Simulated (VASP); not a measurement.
Given:

```xyz
1
Lattice="0.0000 2.0410 2.0410 2.0410 0.0000 2.0410 2.0410 2.0410 0.0000" Properties=species:S:1:pos:R:3 pbc="T T T"
Al     0.0000     0.0000     0.0000
```

Level of theory: vdW-DF2, VASP's PBE PAW potentials (set 64) (plane waves; VASP). Numerical set-up: 520 eV cut-off, 14×14×14 Γ-centred mesh, first-order Methfessel-Paxton smearing of 0.10 eV, potentials Al.

What does the run give for the energy per atom (σ→0), band gap (on the k-mesh) with the smallest direct gap where there is one?

| Property | Result |
|---|---|
| band gap (on the k-mesh) | none (metal, semimetal or under 0.01 eV) |
| energy per atom (σ→0) | -1.703 eV/atom |

Only differences to runs with the same potentials and settings are physical.

The compound is Al in the fcc structure. It was relaxed first. The start is the result of an earlier pass.
